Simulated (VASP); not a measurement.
Method: PBE GGA, VASP's PBE PAW potentials (set 64) (plane waves; VASP 6.6.1).

Input for VASP

KPOINTS:
```
K-points
0
G
  11 11 6
```

**POSCAR**
```
Os
1
    1.3377000000    -2.3169640000     0.0000000000
    1.3377000000     2.3169640000     0.0000000000
    0.0000000000     0.0000000000     4.2336000000
Os
2
Direct
  0.3333330000   0.6666670000   0.2500000000
  0.6666670000   0.3333330000   0.7500000000
```

**INCAR**
```
ALGO = Normal
EDIFF = 1E-6
ENCUT = 300
GGA = PE
ISIF = 2
ISMEAR = 0
LASPH = T
LCHARG = F
LMAXMIX = 6
LREAL = F
LWAVE = F
NELM = 100
PREC = Accurate
SIGMA = 0.136
SYSTEM = Os
```

POTCAR, in this order: Os (PBE.64 set). Program: vasp_std.

The run wrote:

OSZICAR:
```
       N       E                     dE             d eps       ncg     rms          rms(c)
DAV:   1     0.546373742340E+02    0.54637E+02   -0.56153E+03  1596   0.815E+02
DAV:   2    -0.206773033211E+02   -0.75315E+02   -0.67593E+02  1788   0.306E+02
DAV:   3    -0.234946278206E+02   -0.28173E+01   -0.27157E+01  1708   0.528E+01
DAV:   4    -0.235263579201E+02   -0.31730E-01   -0.31612E-01  1712   0.494E+00
DAV:   5    -0.235266940425E+02   -0.33612E-03   -0.33606E-03  1732   0.408E-01    0.292E+01
DAV:   6    -0.225472602453E+02    0.97943E+00   -0.87563E-01  1616   0.811E+00    0.145E+01
DAV:   7    -0.222126116671E+02    0.33465E+00   -0.77483E-01  1664   0.747E+00    0.648E-01
DAV:   8    -0.222055137846E+02    0.70979E-02   -0.10873E-02  1548   0.947E-01    0.167E-01
DAV:   9    -0.222054625519E+02    0.51233E-04   -0.38114E-04  1808   0.215E-01    0.313E-02
DAV:  10    -0.222054363972E+02    0.26155E-04   -0.10322E-05  1632   0.346E-02    0.113E-02
DAV:  11    -0.222054300407E+02    0.63565E-05   -0.11010E-06   908   0.149E-02    0.246E-03
DAV:  12    -0.222054298831E+02    0.15761E-06   -0.90517E-08   796   0.261E-03
   1 F= -.22205430E+02 E0= -.22198492E+02  d E =-.138763E-01
```

File OUTCAR:
```
------------------------ aborting loop because EDIFF is reached ----------------------------------------
  FORCE on cell =-STRESS in cart. coord.  units (eV):
  Direction    XX          YY          ZZ          XY          YZ          ZX
  --------------------------------------------------------------------------------------
  Total        6.5160220      6.5160199      6.7316595      0.0000000     -0.0000000      0.0000000
  in kB      397.8096283    397.8095029    410.9745156      0.0000000     -0.0000000      0.0000000
  external PRESSURE =     402.1978823 kB  Pullay stress =       0.0000000 kB
  volume of cell :       26.24
      direct lattice vectors                 reciprocal lattice vectors
     1.337700000 -2.316964000  0.000000000     0.373775884 -0.215799641  0.000000000
     1.337700000  2.316964000  0.000000000     0.373775884  0.215799641  0.000000000
     0.000000000  0.000000000  4.233600000     0.000000000  0.000000000  0.236205593
 POSITION                                       TOTAL-FORCE (eV/Angst)
 -----------------------------------------------------------------------------------
      1.33770      0.77232      1.05840        -0.000000     -0.000000      0.000000
      1.33770     -0.77232      3.17520         0.000000      0.000000      0.000000
 -----------------------------------------------------------------------------------
    total drift:                               -0.000001      0.000014     -0.000019
  FREE ENERGIE OF THE ION-ELECTRON SYSTEM (eV)
  ---------------------------------------------------
  free  energy   TOTEN  =       -22.2054298831 eV

  energy  without entropy=      -22.1915536306  energy(sigma->0) =      -22.19849176
```
(Selected blocks of OUTCAR.)

At this cut-off the stress carries a Pulay error, which pulls relaxed volumes low.

The structure is a typed Os crystal (P6_3/mmc). The cell was not relaxed at this level, and its volume differs by -5.9 % from the start's.
